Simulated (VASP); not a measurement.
Runs of VASP 6.6.1 on TiBr2. It takes space group R-3m (No. 166, trigonal). The conventional cell has a = 4.143 Å, b = 4.143 Å, c = 18.790 Å, α = 90.00°, β = 90.00°, γ = 120.00°. Around Ti (site symmetry -3m) lie 6 Br at 2.84 Å. Br (site symmetry 3m) has 3 Ti at 2.84 Å as nearest neighbours. The cell was built by a generator and needn't be a form met in nature.

```csv
spin,fixed moment (μB),gap on the mesh (eV),pressure (GPa),moment (μB),largest force (eV/Å)
"non-collinear, random start",-,2.67,-4.5,2.00,0.58
"collinear, random start",-,2.68,-4.5,2.00,0.58
"collinear, ferromagnetic start",-,2.68,-4.5,2.00,0.58
off,-,none,-7.5,-,0.81
"collinear, zero start",-,none,-7.5,0.00,0.81
"collinear, ferromagnetic start",4,-,(a),4.00,0.23
```

Alike in all rows: task single point; level LDA+U; potentials or basis VASP PAW LDA potentials, release 64 (Ti_sv, Br); Ti d U = 6 eV; cell as given; k mesh 5 × 5 × 5; cutoff (eV) 520; smearing gaussian 0.05 eV.

Q: Fill in the values left out.

A: (a) -2.5.

Caveats: an odd mesh through Γ misses points on the zone boundary, where band edges often lie (some runs); U without spin polarisation on a metal has little footing (some runs); the moment is held away from its start (some runs); the total moment is fixed, so each spin has its own Fermi level (some runs).

A k mesh can miss the band edges, and the runs leave out spin-orbit coupling on Br.

A gap of «none» marks a metal or a gap under the smearing width.
